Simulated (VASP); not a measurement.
Runs of VASP 6.6.1 on BrH. The cell holds a molecule in a box, 2 atoms: a = 11.702 Å, b = 12.202 Å, c = 12.702 Å, α = 90.00°, β = 90.00°, γ = 90.00°. 

```csv
level,gap on the mesh (eV),largest force (eV/Å)
optB86b-vdW,5.76,0.05
r2SCAN+rVV10,6.70,(a)
RPBE,5.84,0.02
RPBE+D3(BJ),5.84,0.02
```

Alike in all rows: task single point; potentials or basis VASP PAW PBE potentials, release 64 (Br, H); no spin polarisation; cell as given; k mesh 1 × 1 × 1; cutoff (eV) 400; smearing gaussian 0.01 eV.

Question: Fill in the values left out.

Answer: (a) 0.30.

Caveats: the PAW data sets were made with another functional, which shifts forces and pressure a little.

A k mesh can miss the band edges, and the runs leave out spin-orbit coupling on Br.

Runs at the PBE level aren't shown here.
